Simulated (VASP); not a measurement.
Consider the following.

```yaml
crystal:
  lattice:
    - [1.57857, -2.73417, 0.00000]
    - [1.57857, 2.73417, 0.00000]
    - [0.00000, 0.00000, 4.99798]
  atoms:
    - { symbol: Hf, position: [0.33333, 0.66667, 0.25000] }
    - { symbol: Hf, position: [0.66667, 0.33333, 0.75000] }
```

These are PBE GGA, VASP's PBE PAW potentials (set 64) (plane waves; VASP 6.6.1) values and carry that method's errors. Settings: 300 eV cut-off, 8×8×5 Γ-centred mesh, Gaussian smearing of 0.10 eV, potentials Hf_pv.

**Question.** Give the energies of bands 7 to 13 at the high-symmetry points, in eV from the Fermi level.

**Answer.** 
```json
[
 {"band": "7", "Γ": "-7.58", "M": "-3.48", "K": "-2.34", "A": "-5.53", "L": "-3.59", "H": "-1.91"},
 {"band": "8", "Γ": "-3.89", "M": "-2.95", "K": "-1.88", "A": "-5.53", "L": "-3.59", "H": "-1.91"},
 {"band": "9", "Γ": "0.70", "M": "-2.42", "K": "-1.88", "A": "0.06", "L": "-1.12", "H": "-1.59"},
 {"band": "10", "Γ": "1.12", "M": "-0.81", "K": "-1.52", "A": "0.06", "L": "-1.12", "H": "-1.59"},
 {"band": "11", "Γ": "1.12", "M": "0.72", "K": "0.31", "A": "1.01", "L": "1.24", "H": "-0.22"},
 {"band": "12", "Γ": "1.41", "M": "0.85", "K": "0.31", "A": "1.01", "L": "1.24", "H": "-0.22"},
 {"band": "13", "Γ": "1.99", "M": "1.68", "K": "2.06", "A": "1.01", "L": "2.66", "H": "2.52"}
]
```

It has no gap at this level: it comes out as a metal or semimetal.

The structure is a typed Hf crystal (P6_3/mmc). The cell was not relaxed at this level.
